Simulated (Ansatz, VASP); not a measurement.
# Cross-check of Ge2P4W (WGe2P4 bilayer, AB) between VASP and Ansatz, part 2 of 2

One calculation is typed for both programs; each brings its own data sets. How far apart do they land? The cell is taken from a series of runs on this material, whose earlier steps may have relaxed, scaled, displaced or heated it; both programs get it as it stands.

VASP 6.6.1 and Ansatz 0.2.0.

So far: The starting structure; VASP: single point, PBE with D4.

## (3) Ansatz: single point, PBE with D4

Level of this step: Ansatz beside VASP: Kohn-Sham DFT, plane waves, PBE with D4 (Ansatz).

Ansatz runs on its default PAW (the set named soft_2) files.

The same cell, functional, mesh and smearing now go to Ansatz, which takes its cutoff from its data sets.

File input.yaml:

```yaml
crystal:
  lattice:
    - [3.4964540227, 0.0, 0.0]
    - [-1.7482270114, 3.0280180069, 0.0]
    - [0.0, 0.0, 40.1621203248]
  atoms:
    - { symbol: P, position: [0.0, 0.0, 0.2240917543] }
    - { symbol: Ge, position: [0.3333333333, 0.6666666667, 0.251695522] }
    - { symbol: P, position: [0.3333333333, 0.6666666667, 0.3094321759] }
    - { symbol: W, position: [0.0, 0.0, 0.3441801935] }
    - { symbol: P, position: [0.3333333333, 0.6666666667, 0.3789368033] }
    - { symbol: Ge, position: [0.3333333333, 0.6666666667, 0.4366489422] }
    - { symbol: P, position: [0.0, 0.0, 0.4642829046] }
    - { symbol: P, position: [0.3333333333, 0.6666666667, 0.5357938777] }
    - { symbol: Ge, position: [0.6666666667, 0.3333333333, 0.5633417031] }
    - { symbol: P, position: [0.6666666667, 0.3333333333, 0.6210769924] }
    - { symbol: W, position: [0.3333333333, 0.6666666667, 0.6558187689] }
    - { symbol: P, position: [0.6666666667, 0.3333333333, 0.690566182] }
    - { symbol: Ge, position: [0.6666666667, 0.3333333333, 0.748303966] }
    - { symbol: P, position: [0.3333333333, 0.6666666667, 0.7759082457] }
kpoints:
  mp_grid: { grid: [18, 18, 1] }
  band_path:
    path: [[0, 0, 0], [0.5, 0, 0], [0.33333333, 0.33333333, 0], [0, 0, 0]]
    npoints: 16
hamiltonian:
  xc: pbe
  dispersion: d4
scf:
  occupations: { method: fermi_dirac, width: 0.02585 }
  convergence: { dr2_threshold: 1.0e-10 }
efield:
  axis: 3
  dipole_correction: true
  ramp_position: 0.97
  ramp_width: 0.06
  amplitude: 0
output:
  dos: { projected: true, e_range: [-6, 5] }
  bader: true
  write_potential: true
  write_density: true
  volumetric_format: npy
  elf: true
```

Started as:

```bash
$ ansatz run input.yaml --threads 4 --pin off --max-ram 12288MiB --backend cpu --events-out ev --progress --plain --runs-dir out
```

Numbers of over 12 decimals in the logs are rounded to 6 here.

What it wrote:

```text
Engine: ansatz 0.2.0, x86_64-unknown-linux-gnu
Pseudopotentials: kind: paw
Pseudopotential: P, paw, valence charge 5, recommended cutoff 420 eV (normal), P.paw.azcp
Pseudopotential: Ge, paw, valence charge 14, recommended cutoff 420 eV (normal), Ge.paw.azcp
Pseudopotential: W, paw, valence charge 14, recommended cutoff 420 eV (normal), W.paw.azcp
Functional definition: PBE
  parameter kappa = 0.804
  parameter beta = 0.066725
  exchange = pbe_x(kappa = kappa, mu = beta*pi^2/3)
  correlation = pbe_c(beta = beta)
Crystal: 14 atoms, lattice volume = 425.209 Å³
Basis set: ecut = 420 eV, 8313 PW (Γ)
Bands: 76, of which v1, the nominal top of the filled ones, is band 62 counted from 1 (61 counted from 0)
Symmetry: 6 space group operations
Space group: P3m1 (ITA 156), of the structure as read, at distance tolerance 7.5e-5 Å
k-points: 37 of 324 (time reversal used)
Non-local potential: P, projectors of the file, l = 0: 2, l = 1: 2, l = 2: 2
Non-local potential: Ge, projectors of the file, l = 0: 2, l = 1: 2, l = 2: 3, l = 3: 1
Non-local potential: W, projectors of the file, l = 0: 3, l = 1: 2, l = 2: 2, l = 3: 1
PAW form: soft (Blöchl's): semilocal exchange-correlation on the pseudo side does not see the compensation charge
PAW one-centre angular grid: P, 110 points (default); XC on 64 Gauss nodes
PAW one-centre angular grid: Ge, 590 points (default); XC on 64 Gauss nodes
PAW one-centre angular grid: W, 590 points (default); XC on 64 Gauss nodes
Initial density: superposition of atomic densities (neutral atoms: chi_scale 0, normalization atom), corrected by the library's trained network
Initial wavefunctions: pseudopotential atomic-orbital guess
Functional: x = pbe(κ = 0.804, μ = 0.219515), c = pbe(β = 0.066725)
SCF iter   1: F=—  HF=-44002.391416 eV  |F-HF|=—  |Δ(HF+E_count)|=         —  Δρ=4.60e-3  dr2=7.86e-1  ethr=1.77e-3  p=0.003 e·Å  D=1.32e-3 V/Å  ΔV_dip=-0.05 eV  dr2_dipole=4.67e-3  V_vac-E_F(+/−)=5.09/5.14 eV  ⟨swp⟩=9.2  Hψ=13592  notcnv=0  defer=23
efield: sawtooth ramp at fractional position 0.9700 (set: `efield.ramp_position`, or a place that a band, a saddle search or an elastic batch's reference lends), width 0.0600; the density the first Hamiltonian is built on has a dipole p = 0.003 e·Å; the dipole correction subtracts the counter field D = 1.32e-3 V/Å, which shifts the + side's vacuum level by -0.05 eV against the − side's; the planar-averaged density in the ramp window peaks in size at 2.7e-5 e/Å³
preconditioner: auto → LDOS  [metal: Δε(μ)=0.010 eV  Ē_g=8.082 eV  σ=0.026 eV  W_gap=0.10  n_scr=94 (ndim 8)  ℏωp=14.8 eV  f_vac=0.370  D(μ)=0.39/eV (n_scr^D=4)  β→1.0]
SCF iter   2: F=—  HF=-44004.601044 eV  |F-HF|=—  |Δ(HF+E_count)|=    2.21e0  Δρ=2.07e-2  dr2=4.45e1  ethr=6.34e-4  p=-0.005 e·Å  D=-2.14e-3 V/Å  ΔV_dip=0.09 eV  dr2_dipole=1.92e-2  V_vac-E_F(+/−)=2.48/2.39 eV  ⟨swp⟩=5.7  Hψ=5663  notcnv=0  defer=284  recentre
SCF iter   3: F=—  HF=-44002.337268 eV  |F-HF|=—  |Δ(HF+E_count)|=    2.26e0  Δρ=2.70e-3  dr2=1.97e-1  ethr=6.34e-4  p=0.003 e·Å  D=1.30e-3 V/Å  ΔV_dip=-0.05 eV  dr2_dipole=2.31e-3  V_vac-E_F(+/−)=4.95/5.01 eV  ⟨swp⟩=5.2  Hψ=5204  notcnv=0  defer=209
SCF iter   4: F=—  HF=-44002.326365 eV  |F-HF|=—  |Δ(HF+E_count)|=   1.09e-2  Δρ=9.85e-4  dr2=2.68e-2  ethr=1.59e-4  p=0.002 e·Å  D=7.02e-4 V/Å  ΔV_dip=-0.03 eV  dr2_dipole=8.74e-4  V_vac-E_F(+/−)=4.81/4.84 eV  ⟨swp⟩=2.9  Hψ=3792  notcnv=0  defer=245
SCF iter   5: F=—  HF=-44002.322989 eV  |F-HF|=—  |Δ(HF+E_count)|=   3.38e-3  Δρ=5.26e-4  dr2=4.54e-3  ethr=2.16e-5  p=-0.001 e·Å  D=-2.73e-4 V/Å  ΔV_dip=0.01 eV  dr2_dipole=5.30e-4  V_vac-E_F(+/−)=4.83/4.82 eV  ⟨swp⟩=2.9  Hψ=3901  notcnv=0  defer=255
SCF iter   6: F=—  HF=-44002.322898 eV  |F-HF|=—  |Δ(HF+E_count)|=   9.09e-5  Δρ=2.28e-4  dr2=1.17e-3  ethr=3.66e-6  p=-0.001 e·Å  D=-3.08e-4 V/Å  ΔV_dip=0.01 eV  dr2_dipole=3.72e-4  V_vac-E_F(+/−)=4.81/4.80 eV  ⟨swp⟩=2.0  Hψ=3587  notcnv=0  defer=255
SCF iter   7: F=—  HF=-44002.322889 eV  |F-HF|=—  |Δ(HF+E_count)|=   8.94e-6  Δρ=1.16e-4  dr2=7.06e-4  ethr=9.42e-7  p=-0.003 e·Å  D=-1.18e-3 V/Å  ΔV_dip=0.05 eV  dr2_dipole=7.70e-5  V_vac-E_F(+/−)=4.85/4.80 eV  ⟨swp⟩=2.0  Hψ=3458  notcnv=0  defer=255
SCF iter   8: F=—  HF=-44002.322837 eV  |F-HF|=—  |Δ(HF+E_count)|=   5.24e-5  Δρ=5.21e-5  dr2=1.79e-4  ethr=5.69e-7  p=-0.003 e·Å  D=-1.12e-3 V/Å  ΔV_dip=0.04 eV  dr2_dipole=8.67e-5  V_vac-E_F(+/−)=4.85/4.80 eV  ⟨swp⟩=2.0  Hψ=3005  notcnv=0  defer=255
SCF iter   9: F=—  HF=-44002.322829 eV  |F-HF|=—  |Δ(HF+E_count)|=   7.94e-6  Δρ=4.53e-5  dr2=1.07e-4  ethr=1.45e-7  p=-0.004 e·Å  D=-1.85e-3 V/Å  ΔV_dip=0.07 eV  dr2_dipole=2.59e-7  V_vac-E_F(+/−)=4.87/4.80 eV  ⟨swp⟩=2.0  Hψ=3278  notcnv=0  defer=255
[...]
SCF iter  12: F=—  HF=-44002.322890 eV  |F-HF|=—  |Δ(HF+E_count)|=   6.99e-5  Δρ=5.04e-6  dr2=5.09e-7  ethr=8.00e-10  p=-0.004 e·Å  D=-1.80e-3 V/Å  ΔV_dip=0.07 eV  dr2_dipole=4.38e-8  V_vac-E_F(+/−)=4.87/4.80 eV  ⟨swp⟩=2.1  Hψ=3748  notcnv=0  defer=255
SCF iter  13: F=—  HF=-44002.322890 eV  |F-HF|=—  |Δ(HF+E_count)|=   2.10e-9  Δρ=2.87e-6  dr2=8.23e-8  ethr=4.10e-10  p=-0.004 e·Å  D=-1.81e-3 V/Å  ΔV_dip=0.07 eV  dr2_dipole=1.85e-11  V_vac-E_F(+/−)=4.87/4.80 eV  ⟨swp⟩=2.0  Hψ=3309  notcnv=0  defer=255
SCF iter  14: F=—  HF=-44002.322890 eV  |F-HF|=—  |Δ(HF+E_count)|=   1.30e-8  Δρ=1.26e-6  dr2=1.02e-8  ethr=6.64e-11  p=-0.004 e·Å  D=-1.81e-3 V/Å  ΔV_dip=0.07 eV  dr2_dipole=2.86e-10  V_vac-E_F(+/−)=4.87/4.80 eV  ⟨swp⟩=2.0  Hψ=3460  notcnv=0  defer=255
SCF iter  15: F=—  HF=-44002.322890 eV  |F-HF|=—  |Δ(HF+E_count)|=   3.42e-9  Δρ=7.05e-7  dr2=1.83e-9  ethr=8.26e-12  p=-0.004 e·Å  D=-1.81e-3 V/Å  ΔV_dip=0.07 eV  dr2_dipole=6.09e-12  V_vac-E_F(+/−)=4.87/4.80 eV  ⟨swp⟩=2.1  Hψ=3766  notcnv=0  defer=255
SCF iter  16: F=—  HF=-44002.322890 eV  |F-HF|=—  |Δ(HF+E_count)|=  9.24e-10  Δρ=3.21e-7  dr2=1.33e-9  ethr=1.47e-12  p=-0.004 e·Å  D=-1.81e-3 V/Å  ΔV_dip=0.07 eV  dr2_dipole=1.12e-11  V_vac-E_F(+/−)=4.87/4.80 eV  ⟨swp⟩=2.2  Hψ=3660  notcnv=0  defer=255
SCF iter  17: F=-44002.322890 eV  HF=-44002.322890 eV  |F-HF|=4.37e-11  |Δ(HF+E_count)|=  2.18e-11  Δρ=7.89e-8  dr2=6.06e-11  ethr=1.00e-12  p=-0.004 e·Å  D=-1.81e-3 V/Å  ΔV_dip=0.07 eV  dr2_dipole=8.21e-13  V_vac-E_F(+/−)=4.87/4.80 eV  ⟨swp⟩=12.4  Hψ=12677  notcnv=0
SCF 1 converged in 17 iterations: F = -44002.322890 eV  dr2 = 6.06e-11
  greatest PAW one-centre occupation: 1.000 electrons in one spin orbital (limit 2), on the W atom at site 10 (counted from 0), in its partial waves of l = 0
NSCF: frozen V_eff on 49 k-points
efield: sawtooth ramp at fractional position 0.9700 (kept from the solve that this one continues, or follows in the run), width 0.0600; the density the first Hamiltonian is built on has a dipole p = -0.004 e·Å; the dipole correction subtracts the counter field D = -1.81e-3 V/Å, which shifts the + side's vacuum level by +0.07 eV against the − side's; the planar-averaged density in the ramp window peaks in size at 2.3e-5 e/Å³
WARN: The output density's exchange-correlation potential varies sharply where the density is thin. Do not read a vacuum level from v_tot or v_xc, or from such a field of the output density. On a cell that repeats whose density bears no net charge and no dipole along the vacuum's axis use v_es (v_loc + v_h of the components); under efield.dipole_correction with no amplitude use v_es + v_field, which holds any externa [...]
SCF converged after 17 iterations
Free energy (F): -44002.322890 eV
Harris-Foulkes:  -44002.322890 eV  (|F-HF|=4.37e-11)
Internal energy: -44002.322845 eV  (E = F + TS)
E sigma→0 (E₀):  -44002.322867 eV
Entropy (-TS):   -0.000045 eV (-0.003 meV/atom)
Fermi energy:    4.392449 eV
Dipole field:    D = -0.001810 V/Å  (p = -0.004254 e·Å, saw-weighted, corrected)
Work function:   Φ+ = 4.8730 eV   Φ− = 4.8003 eV
Levels:          The Fermi level and band energies are counted from a zero that moves with the ramp; work functions are not
--- Per-component energies (eV) ---
  E_band       = -1609.744820
  E_kinetic    = 1914.705462
  E_local      = -148911.568591  (includes V_loc(G=0)·N_el)
  E_nonlocal   = 1952.777776
  E_hartree    = 73114.253671
  E_xc         = -1330.078731
  E_vxc        = -1224.922450  (∫ρ·V_xc dr)
  E_paw        = -29763.733996  (= ΣΔE_a)
  E_vpaw       = -1569.244847  (= ΣTr[D̂ρ^β])
  E_aug_tail   = 0.001121  (compensation charges beyond the density's cutoff)
  E_efield     = 0.000004  (sawtooth field / dipole correction)
  E_vefield    = 0.000029  (∫n·V_field dr)
  E_ewald      = 59026.885844
  E_disp       = -5.565404  (pairwise vdW)
  E_smearing   = -0.000045  (= −TS)
  E_closure    = -0.000000  (closes the sum)
  Σ components = -44002.322890   (vs F -44002.322890, Δ=0.00e0)
--- Band table (eV; the first three rows and the last of 37) ---
  k-point 0: bands = [... 58 lower, 3.5691, 3.5691, 3.6573, 4.2747, 6.7032, 6.7032, 6.7790, 6.7790, ... 10 higher]
  k-point 1: bands = [... 58 lower, 3.4327, 3.4766, 3.7091, 4.2315, 6.5937, 6.6639, 6.7937, 6.8295, ... 10 higher]
  k-point 2: bands = [... 58 lower, 3.2384, 3.2957, 3.6760, 4.0723, 6.3419, 6.3978, 6.4553, 6.6627, ... 10 higher]
  k-point 36: bands = [... 58 lower, 2.7549, 2.8247, 3.8130, 3.8954, 4.5119, 4.5803, 5.0689, 5.1776, ... 10 higher]
--- Bader charges: 14 sites ---
  site symbol  charge [e]  shift [e]
     0      P     -0.4829     0.0018
     1     Ge      0.6553     0.0026
     2      P     -0.7003     0.0030
     3      W      1.0553     0.0043
     4      P     -0.6990     0.0030
     5     Ge      0.6528     0.0026
     6      P     -0.4796     0.0018
     7      P     -0.4807     0.0017
     8     Ge      0.6520     0.0026
     9      P     -0.7007     0.0030
    10      W      1.0550     0.0043
    11      P     -0.6998     0.0030
    12     Ge      0.6552     0.0026
    13      P     -0.4829     0.0018
  estimated error of the sums over rays = 9.4e-4 e
```

In the SCF lines HF is the Harris–Foulkes energy and dr2 the Hartree energy of the density residual, in eV; the loop may stop once dr2 is under the threshold and the program's other checks hold. Hψ counts applications of the Hamiltonian.

## (4) Comparison

Known differences besides the potentials themselves: the data sets hold 124 valence electrons in Ansatz (on its default PAW (the set named soft_2) files) and 108 in VASP; the cutoff is 420 eV in Ansatz and 520 eV in VASP. Total energies have different zeros and are not compared.

Compared:

| quantity | Ansatz | VASP | difference |
| --- | --- | --- | --- |
| gap on the k mesh (eV) | 0.237 | 0.243 | -0.006 |

A gap on the mesh is an upper bound, since the band edges may lie between its points; neither run holds spin-orbit coupling, which can move the band edges of a compound of W. With vacuum in the cell, a pressure given here is an average over mostly empty space and none of the material.

## (5) Outcome

| Quantity | Value |
| --- | --- |
| difference in gap on the k mesh (single point, PBE with D4) | -0.0057 eV |

In words: The difference in gap on the k mesh is -0.0057 eV (single point, PBE with D4), within the 0.08 eV picked in this series as the mark of a large difference. The data sets hold unlike numbers of valence electrons (124 in Ansatz and 108 in VASP), so part of the differences comes from the potentials. How closely two codes agree says nothing of how well the functional describes the real material.

[Lines on the potential files, build, host, timing and source positions are cut from VASP's logs without a mark.]

[Logs are printed without paths, hosts, clocks, repeated set-up lines and the standing remarks that a program may print on its own settings, such as how far it seeks lower states.]

[Hosts, paths, dates, database ids (printed as entryN), source tags and the programs' standing remarks are cut or masked in the printed files.]
